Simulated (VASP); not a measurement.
The input files of a VASP run:

File KPOINTS:
```
Automatic
0
Gamma
  9 9 9
```

**POSCAR**
```
Ni3Fe
3.4100570
  1.0000001300   0.0000000000   0.0000000000
  0.0000000000   1.0000001300   0.0000000000
  0.0000000000   0.0000000000   1.0000001300
Fe Ni
1 3
Cart
  0.0000000000   0.0000000000   0.0000000000
  0.0000000000   0.5000000650   0.5000000650
  0.5000000650   0.0000000000   0.5000000650
  0.5000000650   0.5000000650   0.0000000000
```

### INCAR
```
ALGO=Normal
EDIFF=1E-7
ENCUT=520
ISIF=2
ISMEAR=1
ISPIN=2
LASPH=.TRUE.
LCHARG=.FALSE.
LMAXMIX=4
LORBIT=10
LREAL=.FALSE.
LWAVE=.FALSE.
MAGMOM=2.7 3*0.6
NELM=100
PREC=Accurate
SIGMA=0.1
SYSTEM=Ni3Fe
```

POTCAR, in this order: Fe Ni (LDA.64 set). Program: vasp_std.

### Question
Write an equivalent input for Quantum ESPRESSO's pw.x.

### Answer
One equivalent input (not run):
```
&CONTROL
  calculation = 'scf'
  pseudo_dir = './pseudo'
  outdir = './out'
  tprnfor = .true.
  tstress = .true.
/
&SYSTEM
  ibrav = 0
  nat = 4
  ntyp = 2
  ecutwfc = 98
  occupations = 'smearing'
  smearing = 'methfessel-paxton'
  degauss = 0.00735
  input_dft = 'pz'
  nspin = 2
  starting_magnetization(1) = 0.27
  starting_magnetization(2) = 0.06
/
&ELECTRONS
  conv_thr = 7.3e-09
  electron_maxstep = 100
/
ATOMIC_SPECIES
  Fe 55.845 Fe.upf
  Ni 58.693 Ni.upf
CELL_PARAMETERS angstrom
     3.4100574    0.0000000    0.0000000
     0.0000000    3.4100574    0.0000000
     0.0000000    0.0000000    3.4100574
ATOMIC_POSITIONS crystal
  Fe   0.0000000  0.0000000  0.0000000
  Ni   0.0000000  0.5000000  0.5000000
  Ni   0.5000000  0.0000000  0.5000000
  Ni   0.5000000  0.5000000  0.0000000
K_POINTS automatic
  9 9 9 0 0 0
```
What does not carry over: the potentials are each code's own (VASP's PAW set, PseudoDojo norm-conserving files in pw.x), so ENCUT and ecutwfc are chosen apart and not converted; conv_thr bounds pw.x's estimated SCF error, while EDIFF bounds the energy change between steps; starting_magnetization is a fraction of the valence charge and MAGMOM a moment in μB, so they match only roughly.

The compound is Ni3Fe in the L1_2 structure. This cell is one point of a volume scan, at 0.97 of the reference volume.
